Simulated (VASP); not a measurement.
A VASP 6.6.1 relaxation on BiB

INCAR

```
PREC = Accurate
LCHARG = .FALSE.
IBRION = 2
ISMEAR = -1
MAGMOM = -0.5 -0.5
EDIFF = 1E-7
EDIFFG = -0.02
NELM = 120
NSW = 40
LASPH = .TRUE.
ENCUT = 600
LWAVE = .FALSE.
GGA = PE
SIGMA = 0.02
NBANDS = 16
LREAL = .FALSE.
ISIF = 3
ISPIN = 2
```

KPOINTS

```
KPOINTS created by Atomic Simulation Environment
0
Gamma
8 8 8
0 0 0
```

POSCAR

```
B  Bi
 1.0000000000000000
     0.0000000000000000    2.6768267881000001    2.6768267881000001
     2.6768267881000001    0.0000000000000000    2.6768267881000001
     2.6768267881000001    2.6768267881000001    0.0000000000000000
 B   Bi
   1   1
Cartesian
  0.0000000000000000  0.0000000000000000  0.0000000000000000
  1.3384133940500000  1.3384133940500000  1.3384133940500000
```

The recommended PBE PAW datasets give the neutral cell 18 valence electrons.

Command

```
mpirun -np 1 vasp_std
```

OSZICAR

```
N       E                     dE             d eps       ncg     rms          rms(c)
DAV:   1     0.139237182087E+03    0.13924E+03   -0.10328E+04  1864   0.147E+03
DAV:   2    -0.503603473727E+00   -0.13974E+03   -0.13443E+03  1984   0.365E+02
DAV:   3    -0.945876077654E+01   -0.89552E+01   -0.89146E+01  2416   0.882E+01
DAV:   4    -0.965452409893E+01   -0.19576E+00   -0.19573E+00  2240   0.139E+01
DAV:   5    -0.966108852620E+01   -0.65644E-02   -0.65643E-02  2688   0.230E+00    0.494E+00
DAV:   6    -0.893051323914E+01    0.73058E+00   -0.15840E+00  2360   0.924E+00    0.179E+00
DAV:   7    -0.890566089309E+01    0.24852E-01   -0.23313E-01  2144   0.244E+00    0.101E+00
DAV:   8    -0.890426591446E+01    0.13950E-02   -0.14147E-02  2176   0.945E-01    0.545E-01
DAV:   9    -0.890451981311E+01   -0.25390E-03   -0.64138E-03  2400   0.688E-01    0.125E-01
DAV:  10    -0.890398651178E+01    0.53330E-03   -0.53264E-04  2520   0.263E-01    0.583E-02
...
DAV:   4    -0.899138084552E+01   -0.58467E-03   -0.70751E-03  2160   0.720E-01    0.940E-02
DAV:   5    -0.899198840627E+01   -0.60756E-03   -0.18644E-03  2424   0.487E-01    0.436E-02
DAV:   6    -0.899197132729E+01    0.17079E-04   -0.27349E-04  2456   0.210E-01    0.275E-02
DAV:   7    -0.899195930584E+01    0.12021E-04   -0.10918E-04  2208   0.759E-02    0.368E-03
DAV:   8    -0.899195912260E+01    0.18323E-06   -0.34226E-06  2248   0.111E-02    0.180E-03
DAV:   9    -0.899195953076E+01   -0.40816E-06   -0.15107E-07  2120   0.272E-03    0.104E-03
DAV:  10    -0.899195963191E+01   -0.10115E-06   -0.28504E-08  1480   0.188E-03    0.393E-04
DAV:  11    -0.899195944339E+01    0.18852E-06   -0.20675E-08   992   0.903E-04    0.993E-05
DAV:  12    -0.899195940785E+01    0.35541E-07   -0.29376E-09   976   0.481E-04
   3 F= -.89919594E+01 E0= -.89919458E+01  d E =-.880056E-01  mag=    -0.0000
```

```json
{"ionic step": "1", "ΔE (meV/atom)": "0.0", "volume (Å³)": "38.36", "largest force (eV/Å)": "0.000", "pressure (GPa)": "8.35", "electronic steps": "15"}
{"ionic step": "2", "ΔE (meV/atom)": "-33.0", "volume (Å³)": "44.18", "largest force (eV/Å)": "0.000", "pressure (GPa)": "-3.17", "electronic steps": "12"}
{"ionic step": "3", "ΔE (meV/atom)": "-44.0", "volume (Å³)": "42.05", "largest force (eV/Å)": "0.000", "pressure (GPa)": "-0.02", "electronic steps": "12"}
```

It converged. Results: relaxed cell vector lengths 3.903, 3.903, 3.903 Å; relaxed cell volume 42.05 Å³; magnetic moment of the cell 0.00 μB.

For comparison, a separate PBE relaxation on usual settings, not on those above, ends at 42.05 Å³.

The run above took about 2.8 min on one core of a shared host (Intel Xeon Platinum 8488C) and held 0.21 GiB at most.
